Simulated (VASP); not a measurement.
```
Cu2As
1.0
    3.78800     0.00000     0.00000
    0.00000     3.78800     0.00000
    0.00000     0.00000     5.94200
As Cu
2 4
Direct
  0.00000   0.50000   0.70900
  0.50000   0.00000   0.29100
  0.00000   0.00000   0.00000
  0.50000   0.50000   0.00000
  0.00000   0.50000   0.30300
  0.50000   0.00000   0.69700
```

Computed with PBEsol GGA, VASP's PBE PAW potentials (set 64) (plane waves; VASP). Run with 300 eV cut-off, 7×7×5 Γ-centred mesh, Fermi-Dirac smearing of 0.14 eV, potentials As Cu.

At this cut-off the stress carries a Pulay error, which pulls relaxed volumes low.

Q: Give the force on each atom (eV/Å).

A: 
```json
[
 {"atom": "As1", "Fx": "0.000", "Fy": "0.000", "Fz": "0.234"},
 {"atom": "As2", "Fx": "0.000", "Fy": "0.000", "Fz": "-0.234"},
 {"atom": "Cu3", "Fx": "0.000", "Fy": "0.000", "Fz": "0.000"},
 {"atom": "Cu4", "Fx": "0.000", "Fy": "0.000", "Fz": "0.000"},
 {"atom": "Cu5", "Fx": "0.000", "Fy": "0.000", "Fz": "-0.215"},
 {"atom": "Cu6", "Fx": "0.000", "Fy": "0.000", "Fz": "0.215"}
]
```

Q: Give the stress tensor in GPa (positive for a compressed cell).

A: 
```
-5.37   0.00   0.00
 0.00  -5.37   0.00
 0.00   0.00  -5.88
```
The pressure is its mean diagonal, -5.54 GPa.

The structure comes from a measured Cu2As entry of the Crystallography Open Database, whose conditions weren't checked. The cell was not relaxed at this level.
